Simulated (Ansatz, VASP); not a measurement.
# Li3Si: VASP beside Ansatz, part 2 of 2

Wanted: the spread between two codes on one cell, functional and k mesh. The cell is generated by rule, not measured, and may not be a known phase. Of the first pair: The cell is taken from a series of runs on this material, whose earlier steps may have relaxed, scaled, displaced or heated it; both programs get it as it stands.

VASP 6.6.1 and Ansatz 0.2.0.

So far: The starting structure; VASP: relaxation of cell and atoms, PBEsol, pair 1; Ansatz: relaxation of cell and atoms, PBEsol, pair 1; Differences.

## (5) Ansatz: relaxation of cell and atoms, PBEsol, pair 2

Level of this step: Ansatz beside VASP: Kohn-Sham DFT, plane waves, PBEsol (Ansatz).

The relaxed volume is the usual yardstick between codes: in a stiff, nearly cubic crystal its relative difference is about their pressure difference at one cell divided by the bulk modulus. Its start cell is another than that of the pair before, and may be another structure of the material.

The two relaxations start from unlike cells of this crystal, so only their ends are compared.

File input.yaml:

```yaml
crystal:
  lattice:
    - [4.21491297, 0.0, 0.0]
    - [0.0, 4.21491297, 0.0]
    - [0.0, 0.0, 4.21491297]
  atoms:
    - { symbol: Si, position: [0.0, 0.0, 0.0] }
    - { symbol: Li, position: [0.0, 0.5, 0.5] }
    - { symbol: Li, position: [0.5, 0.0, 0.5] }
    - { symbol: Li, position: [0.5, 0.5, 0.0] }
kpoints:
  mp_grid: { grid: [8, 8, 8] }
hamiltonian:
  xc: pbesol
  pseudopotentials: { kind: nc, accuracy: standard }
scf:
  occupations: { method: gaussian, width: 0.1 }
output:
  forces: true
  stress: true
  eigenvalues: true
  write_density: true
  write_potential: true
  elf: true
  volumetric_format: npy
basis:
  ecutwfc: 897.976
relax:
  adjacent_minimum: "off"
  f_tol: 0.003
  max_steps: 80
  cell: { stress_tol: 0.03 }
```

Command:

```
$ ansatz run input.yaml --threads 4 --pin off --max-ram 8192MiB --backend cpu --events-out ev --progress --plain --runs-dir out
```

Numbers of over 12 decimals in the logs are rounded to 6 here.

Output:

```text
[...]
Crystal: 4 atoms, lattice volume = 74.880 Å³
Basis set: ecut = 897.976 eV, 4625 PW (Γ), exchange–correlation on 90×90×90 points (8 copies of the dense FFT grid, shifted against one another)
Bands: 11, of which v1, the nominal top of the filled ones, is band 7 counted from 1 (6 counted from 0)
Symmetry: 48 space group operations
[...]
k-point 34: bands = [... 3 lower, -1.8821, 1.2740, 1.2740, 1.2740, 3.5811, 6.8890, 6.8890, 6.8890]
--- Relaxed structure (6 steps of the walk, 6 accepted, 2 SCFs on fresh bases) ---
[...]
cell:  # Å, volume = 59.6287 Å³
    - [3.906775, 0, 0]
    - [0, 3.906775, 0]
    - [0, 0, 3.906775]
  atoms:
    - { symbol: Si, position: [0, 0, 0] }
    - { symbol: Li, position: [0, 0.5, 0.5] }
    - { symbol: Li, position: [0.5, 0, 0.5] }
    - { symbol: Li, position: [0.5, 0.5, 0] }
[key lines of the parts left out:]
SCF converged after 5 iterations
Free energy (F): -699.515782 eV
Fermi energy:    3.573172 eV
P = ⅓ Tr σ = 0.0020 GPa (0.020 kbar)
```

## (6) VASP: relaxation of cell and atoms, PBEsol, pair 2

Its own start cell and the same functional, mesh and smearing now go to VASP, with its own data sets.

File INCAR:

```
SYSTEM = Li3Si
PREC = Accurate
ENCUT = 750
EDIFF = 1E-07
NELM = 120
ISMEAR = 0
SIGMA = 0.1
LREAL = .FALSE.
ALGO = Normal
GGA = PS
NBANDS = 12
LORBIT = 11
LWAVE = .FALSE.
LCHARG = .FALSE.
ISIF = 3
IBRION = 2
NSW = 80
EDIFFG = -0.005
LASPH = .TRUE.
GGA_COMPAT = .FALSE.
NELMIN = 4
KPAR = 2
```

File POSCAR:

```
Li3Si
1.0
    3.9069341749      0.0000000000      0.0000000000
    0.0000000000      3.9069341749      0.0000000000
    0.0000000000      0.0000000000      3.9069341749
Si Li
1 3
Direct
    0.0000000000      0.0000000000      0.0000000000
    0.0000000000      0.4999998814      0.4999998814
    0.4999998814      0.0000000000      0.4999998814
    0.4999998814      0.4999998814      0.0000000000
```

File KPOINTS:

```
Automatic mesh
0
Gamma
8 8 8
0 0 0
```

The projector-augmented-wave data sets are Si and Li_sv (PBE family, release 64).

Command:

```
$ mpirun -np 2 vasp_std
```

Output:

```text
[banner, memory and clock lines left out]
running    2 mpi-ranks, on    1 nodes
[...]
[... a notice as in an earlier step ...]

 LDA part: xc-table for (Slater+PW92), standard interpolation
 POSCAR, INCAR and KPOINTS ok, starting setup
[...]
entering main loop
       N       E                     dE             d eps       ncg     rms          rms(c)
DAV:   1     0.445554530918E+02    0.44555E+02   -0.68325E+03   840   0.129E+03
DAV:   2    -0.301341234542E+01   -0.47569E+02   -0.45700E+02   952   0.246E+02
DAV:   3    -0.117735891977E+02   -0.87602E+01   -0.86582E+01  1620   0.576E+01
DAV:   4    -0.120287803520E+02   -0.25519E+00   -0.25489E+00  1068   0.160E+01
[...]
DAV:  11    -0.119951013411E+02    0.17272E-06   -0.53905E-07  1164   0.672E-03    0.215E-03
DAV:  12    -0.119951012073E+02    0.13381E-06   -0.75393E-08   620   0.284E-03    0.205E-04
DAV:  13    -0.119951012191E+02   -0.11720E-07   -0.75064E-08   580   0.217E-03
   1 F= -.11995101E+02 E0= -.11990889E+02  d E =-.119951E+02
[...]
DAV:   2    -0.119951685449E+02    0.17279E-04   -0.16925E-04  1128   0.103E-01    0.350E-02
DAV:   3    -0.119951582228E+02    0.10322E-04   -0.10915E-05   992   0.238E-02    0.122E-02
DAV:   4    -0.119951576216E+02    0.60125E-06   -0.47302E-06  1492   0.116E-02    0.179E-03
DAV:   5    -0.119951575887E+02    0.32869E-07   -0.18772E-07   892   0.399E-03
   2 F= -.11995158E+02 E0= -.11990969E+02  d E =-.563697E-04
 trial-energy change:   -0.000056  1 .order   -0.000057   -0.000074   -0.000039
 step:   2.1471(harm=  2.1471)  dis= 0.00000  next Energy=   -11.995180 (dE=-0.792E-04)
[...]
N       E                     dE             d eps       ncg     rms          rms(c)
DAV:   1    -0.119952177715E+02   -0.60150E-04   -0.10497E-03  1012   0.290E-01    0.557E-02
DAV:   2    -0.119951951730E+02    0.22599E-04   -0.22275E-04  1136   0.119E-01    0.403E-02
DAV:   3    -0.119951813956E+02    0.13777E-04   -0.14662E-05   980   0.276E-02    0.139E-02
DAV:   4    -0.119951805895E+02    0.80615E-06   -0.63027E-06  1488   0.135E-02    0.206E-03
DAV:   5    -0.119951805509E+02    0.38595E-07   -0.25208E-07   976   0.452E-03
   3 F= -.11995181E+02 E0= -.11991019E+02  d E =-.793318E-04
[...]
reached required accuracy - stopping structural energy minimisation
```

Parts of OUTCAR (step 6):

```text
  Total       -0.0003498     -0.0003498     -0.0003498      0.0000000     -0.0000000      0.0000000
  in kB       -0.0094310     -0.0094310     -0.0094310      0.0000000     -0.0000000      0.0000000
  external PRESSURE =      -0.0094310 kB  Pullay stress =       0.0000000 kB

 POSITION                                       TOTAL-FORCE (eV/Angst)
 -----------------------------------------------------------------------------------
      0.00000      0.00000      0.00000        -0.000000     -0.000000      0.000000
      0.00000      1.95118      1.95118         0.000000      0.000000      0.000000
      1.95118      0.00000      1.95118         0.000000      0.000000      0.000000
      1.95118      1.95118     -0.00000        -0.000000     -0.000000      0.000000
 -----------------------------------------------------------------------------------
    total drift:                                0.000412      0.000412      0.000412

  FREE ENERGIE OF THE ION-ELECTRON SYSTEM (eV)
  ---------------------------------------------------
  free  energy   TOTEN  =       -11.9951805509 eV

  energy  without entropy=      -11.9868564812  energy(sigma->0) =      -11.99101852

[... 2 parts as in an earlier step ...]

[... 2 further parts left out ...]
[key lines of the parts left out:]
E-fermi :   3.1304
```

## (7) Comparison

Both answers:

| quantity | Ansatz | VASP | difference |
| --- | --- | --- | --- |
| volume (Å³) | 59.63 | 59.43 | +0.34 % |
| edge a after relaxation, in the typed setting (Å) | 3.907 | 3.902 | +0.11 % |

## (8) VASP: zone-centre phonons, PBEsol

Second derivatives magnify differences that forces hide, and they need a tight electronic threshold.

File INCAR:

```
SYSTEM = Li3Si
PREC = Accurate
ENCUT = 750
EDIFF = 1E-08
NELM = 120
ISMEAR = -1
SIGMA = 0.27211
LREAL = .FALSE.
ALGO = Normal
GGA = PS
NBANDS = 12
LORBIT = 11
LWAVE = .FALSE.
LCHARG = .FALSE.
ISIF = 2
IBRION = 8
LASPH = .TRUE.
GGA_COMPAT = .FALSE.
KPAR = 2
```

File POSCAR:

```
Li3Si
1.0
    3.9232963825      0.0000000000      0.0000000000
    0.0000000000      3.9232963825      0.0000000000
    0.0000000000      0.0000000000      3.9232963825
Si Li
1 3
Direct
    0.0000000000      0.0000000000      0.0000000000
    0.0000000000      0.5000000000      0.5000000000
    0.5000000000      0.0000000000      0.5000000000
    0.5000000000      0.5000000000      0.0000000000
```

KPOINTS is that of step 6.

Command:

```
$ mpirun -np 2 vasp_std
```

Output:

```text
[... set-up lines as in an earlier step ...]
 entering main loop
       N       E                     dE             d eps       ncg     rms          rms(c)
DAV:   1     0.456261986546E+02    0.45626E+02   -0.67739E+03   840   0.126E+03
DAV:   2    -0.285853344998E+01   -0.48485E+02   -0.46825E+02   944   0.254E+02
DAV:   3    -0.119754963475E+02   -0.91170E+01   -0.90235E+01  1608   0.569E+01
DAV:   4    -0.122501941209E+02   -0.27470E+00   -0.27441E+00  1072   0.166E+01
[...]
DAV:  13    -0.122144568393E+02    0.13235E-07   -0.82348E-09   820   0.949E-04    0.102E-04
DAV:  14    -0.122144568547E+02   -0.15408E-07   -0.34271E-09   576   0.531E-04    0.936E-05
DAV:  15    -0.122144568547E+02   -0.12960E-10   -0.14634E-09   556   0.421E-04
   1 F= -.12214457E+02 E0= -.12012743E+02  d E =-.403429E+00
 Linear response reoptimize wavefunctions to high precision
DAV:   1    -0.122144568550E+02   -0.30263E-09   -0.29027E-10   592   0.198E-04
DAV:   2    -0.122144568551E+02   -0.11255E-10   -0.11165E-10   556   0.106E-04
 Linear response DOF=           3
 Linear response progress:
[...]
RMM:  16    -0.177882147000E+00   -0.24959E-05   -0.25688E-05  3811   0.625E-03    0.179E-04
RMM:  17    -0.177883219113E+00   -0.10721E-05   -0.24298E-05  4198   0.581E-03    0.186E-04
RMM:  18    -0.177883543926E+00   -0.32481E-06   -0.21220E-05  4318   0.543E-03    0.209E-04
 first order change of Fermi-energy   0.84279E-04
 force on displaced ion       2 direction 1 :  -3.262  -0.000   0.000
 Linear response progress:
  Degree of freedom:   3/  3
       N       E                     dE             d eps       ncg     rms          rms(c)
RMM:   1    -0.168094043694E+00   -0.16809E+00    0.57478E+00  3941   0.246E+01
RMM:   2    -0.175256632932E+00   -0.71626E-02   -0.27195E-02  5524   0.135E+00    0.584E-02
RMM:   3    -0.175453302870E+00   -0.19667E-03   -0.43008E-03  6386   0.476E-01    0.264E-02
RMM:   4    -0.175476919042E+00   -0.23616E-04   -0.80817E-04  6880   0.225E-01    0.477E-03
[...]
RMM:  19    -0.175767007329E+00   -0.77534E-06   -0.23024E-05  6885   0.582E-03    0.260E-04
RMM:  20    -0.175766827125E+00    0.18020E-06   -0.17721E-05  6643   0.556E-03    0.277E-04
RMM:  21    -0.175767355400E+00   -0.52828E-06   -0.18650E-05  6728   0.533E-03    0.289E-04
 first order change of Fermi-energy   0.13546E-03
 force on displaced ion       2 direction 2 :   0.000  -2.698   0.000
 Linear response finished
```

Parts of OUTCAR (step 8):

```text
  Total       -0.0416218     -0.0416218     -0.0416218     -0.0000000     -0.0000000      0.0000000
  in kB       -1.1042778     -1.1042778     -1.1042778     -0.0000000     -0.0000000      0.0000000
  external PRESSURE =      -1.1042778 kB  Pullay stress =       0.0000000 kB

 POSITION                                       TOTAL-FORCE (eV/Angst)
 -----------------------------------------------------------------------------------
      0.00000      0.00000      0.00000         0.000000      0.000000      0.000000
      0.00000      1.96165      1.96165         0.000000      0.000000      0.000000
      1.96165      0.00000      1.96165         0.000000      0.000000      0.000000
      1.96165      1.96165      0.00000         0.000000      0.000000      0.000000
 -----------------------------------------------------------------------------------
    total drift:                                0.000000      0.000000      0.000000

[... 1 part as in an earlier step ...]

[... 1 further part left out ...]
```

## (9) Ansatz: zone-centre phonons, PBEsol

The same cell, functional, mesh and smearing now go to Ansatz.

The cell is taken from a series of runs on this material, whose earlier steps may have relaxed, scaled, displaced or heated it; both programs get it as it stands.

input.yaml, the sections that differ from step 5:

```yaml
crystal:
  lattice:
    - [3.9232963825, 0.0, 0.0]
    - [0.0, 3.9232963825, 0.0]
    - [0.0, 0.0, 3.9232963825]
  atoms:
    - { symbol: Si, position: [0.0, 0.0, 0.0] }
    - { symbol: Li, position: [0.0, 0.5, 0.5] }
    - { symbol: Li, position: [0.5, 0.0, 0.5] }
    - { symbol: Li, position: [0.5, 0.5, 0.0] }
scf:
  occupations: { method: fermi_dirac, width: 0.27211 }
output:
  eigenvalues: true
phonons:
  method: dfpt
# kpoints, hamiltonian, basis: as in step 5
# relax: removed
```

Command:

```
$ ansatz run input.yaml --threads 4 --pin off --max-ram 8192MiB --backend cpu --events-out ev --progress --plain --runs-dir out
```

Output:

```text
[...]
band count auto-derived: 12 (N_el = 13.0; filled up to band 7; 11 by the electrons, moments and atoms)
zone centre: on kpoints.mp_grid the ground state, and the responses unless they are solved on pairs of k-points, stand on 125 of the mesh's 512 k-points, reduced under 8 symmetry operations, with k and −k counted as one. Each operation leaves every solved displacement unchanged or reverses it
[...]
k mesh reduced under 8 symmetry operations, with k and −k counted as one. Each operation leaves every solved displacement unchanged or reverses it
  ASR residual: 7.277e-5 → 0.000e0 eV/Å²; symmetrization residual: 1.693e-6 eV/Å²
  ASR residual per site (eV/Å²): 7.28e-5 2.03e-5 2.03e-5 2.03e-5
  Γ frequencies (cm⁻¹): 0.00 0.00 0.00 259.04 259.04 259.04 321.94 321.94 321.94 435.01 435.01 435.01
  non-analytic LO–TO correction: not included (Born effective charges unavailable; polar crystals: no LO–TO splitting at Γ)
[key lines of the parts left out:]
SCF converged after 7 iterations
Free energy (F): -699.735186 eV
Fermi energy:    3.515619 eV
```

## (10) Side by side

Compared:

| quantity | Ansatz | VASP | difference |
| --- | --- | --- | --- |
| optical mode 1 to 3 (cm⁻¹) | 259.0 | 258.0 | +0.42 % |
| optical mode 4 to 6 (cm⁻¹) | 321.9 | 329.1 | -2.18 % |
| optical mode 7 to 9 (cm⁻¹) | 435.0 | 436.9 | -0.42 % |

Modes are paired by rising frequency, not by their patterns, so a pair may set unlike modes beside each other; they are those without the splitting of longitudinal modes.

## (11) Outcome

* difference in volume (relaxation of cell and atoms, PBEsol, pair 1): 0.34 %
* difference in volume (relaxation of cell and atoms, PBEsol, pair 2): 0.34 %
* r.m.s. difference of the optical zone-centre modes, each program's sorted by frequency (zone-centre phonons, PBEsol): 4.3 cm⁻¹
* difference in optical mode 4 to 6 (zone-centre phonons, PBEsol): -2.2 %

In words: The difference in volume is 0.34 % (relaxation of cell and atoms, PBEsol, pair 1), within the 1.2 % picked in this series as the mark of a large difference, as far as the stopping tolerances let one tell. Among the rows given in per cent, the largest difference of the zone-centre phonons, PBEsol pair is in optical mode 4 to 6, -2.2 %. Such differences can come from data sets, numerical settings and the points named under the comparisons, not from the functional's error against experiment.

[Lines on the potential files, build, host, timing and source positions are cut from VASP's logs without a mark.]

[Logs are printed without paths, hosts, clocks, repeated set-up lines and the standing remarks that a program may print on its own settings, such as how far it seeks lower states.]

[Hosts, paths, dates, database ids (printed as entryN), source tags and the programs' standing remarks are cut or masked in the printed files.]
